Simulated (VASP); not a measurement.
A VASP calculation is set up with these files.

### KPOINTS
```
K-points
0
gamma
6 6 4
0 0 0
```

### POSCAR
```
AsN
1
    3.1839060000     0.0000000000     0.0000000000
   -1.5919530000     2.7573440000     0.0000000000
    0.0000000000     0.0000000000     4.4375860000
As N
2 2
Direct
  0.0000000000   0.0000000000   0.0000000000
  0.0000000000   0.0000000000   0.5000000000
  0.3333330000   0.6666670000   0.2500000000
  0.6666670000   0.3333330000   0.7500000000
```

**INCAR**
```
SYSTEM = AsN
PREC = Accurate
ENCUT = 400
EDIFF = 1E-6
NELM = 100
ALGO = Normal
LREAL = .FALSE.
LASPH = .TRUE.
ISMEAR = -1
SIGMA = 0.1
GGA = PE
LMAXMIX = 4
LWAVE = .FALSE.
LCHARG = .FALSE.
ISIF = 2
```

POTCAR, in this order: As N (PBE.64 set). Program: vasp_std.

Question: Translate this PBE calculation to Quantum ESPRESSO's pw.x.

Answer: One equivalent input (not run):
```
&CONTROL
  calculation = 'scf'
  pseudo_dir = './pseudo'
  outdir = './out'
  tprnfor = .true.
  tstress = .true.
/
&SYSTEM
  ibrav = 0
  nat = 4
  ntyp = 2
  ecutwfc = 84
  occupations = 'smearing'
  smearing = 'fermi-dirac'
  degauss = 0.00735
  input_dft = 'pbe'
/
&ELECTRONS
  conv_thr = 7.3e-08
  electron_maxstep = 100
/
ATOMIC_SPECIES
  As 74.922 As.upf
  N 14.007 N.upf
CELL_PARAMETERS angstrom
     3.1839060    0.0000000    0.0000000
    -1.5919530    2.7573440    0.0000000
     0.0000000    0.0000000    4.4375860
ATOMIC_POSITIONS crystal
  As   0.0000000  0.0000000  0.0000000
  As   0.0000000  0.0000000  0.5000000
  N    0.3333330  0.6666670  0.2500000
  N    0.6666670  0.3333330  0.7500000
K_POINTS automatic
  6 6 4 0 0 0
```
Limits of the translation: the potentials are each code's own (VASP's PAW set, PseudoDojo norm-conserving files in pw.x), so ENCUT and ecutwfc are chosen apart and not converted; conv_thr bounds pw.x's estimated SCF error, while EDIFF bounds the energy change between steps.

The structure was generated: AsN was put into an ordered model structure, which need not be its known phase. The cell was not relaxed at this level, and its volume differs by -5.9 % from the start's. The k-mesh is coarse (spacing up to 0.38 per Å, 2π included), so the numbers may not be converged in it.
